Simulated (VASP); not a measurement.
The input files of a VASP run:

KPOINTS:
```
Automatic mesh
0
gamma
  19 19 10
0 0 0
```

INCAR:
```
# general
SYSTEM = Be
PREC   = Accurate
ENCUT  = 500   # plane-wave cut-off (eV)
LREAL  = .FALSE.   # projection in real space or not
LASPH  = .TRUE.   # aspherical one-centre terms

# electronic loop
EDIFF  = 1E-6   # SCF stop (eV)
NELM   = 100
ALGO   = Normal   # blocked Davidson

# smearing
ISMEAR = 1
SIGMA  = 0.1

# ions
IBRION = 2
NSW    = 40   # most ionic steps
ISIF   = 3   # ions, shape and volume
EDIFFG = -0.02

# output
LWAVE  = .FALSE.
LCHARG = .FALSE.
```

POSCAR:
```
Be
1
    1.1148825281    -1.9310330222     0.0000000000
    1.1148825281     1.9310330222    -0.0000000000
    0.0000000000     0.0000000000     3.5181974684
Be
2
Direct
  0.3333330000   0.6666670000   0.2500000000
  0.6666670000   0.3333330000   0.7500000000
```

POTCAR, in this order: Be (LDA.64 set). Program: vasp_std.

Task: Write an equivalent input for Ansatz.

Result: One equivalent input (not run):
Ansatz 0.2 input:
```yaml
crystal:
  lattice:
    - [1.1148825, -1.9310330, 0.0000000]
    - [1.1148825, 1.9310330, 0.0000000]
    - [0.0000000, 0.0000000, 3.5181975]
  atoms:
    - { symbol: Be, position: [0.3333330, 0.6666670, 0.2500000] }
    - { symbol: Be, position: [0.6666670, 0.3333330, 0.7500000] }
kpoints:
  mp_grid: { grid: [19, 19, 10] }
hamiltonian:
  xc: lda
  pseudopotentials: { kind: paw }
scf:
  occupations: { method: methfessel_paxton, width: 0.1 }
  max_iter: 100
relax:
  max_steps: 40
  f_tol: 0.02
  cell: {}
output: { forces: true, stress: true, eigenvalues: true }
```
Limits of the translation: each code has its own PAW files, so the cut-off isn't converted (ENCUT is set for VASP's; basis.ecutwfc is left out, and Ansatz then takes the one that its files recommend); Ansatz stops its SCF on the density residual and VASP on the energy change (EDIFF); Ansatz's lda is the Perdew-Wang form, while the LDA potentials of VASP carry Perdew-Zunger's.

The compound is Be in the hcp structure. It was relaxed first, which changed the volume by -7 %.
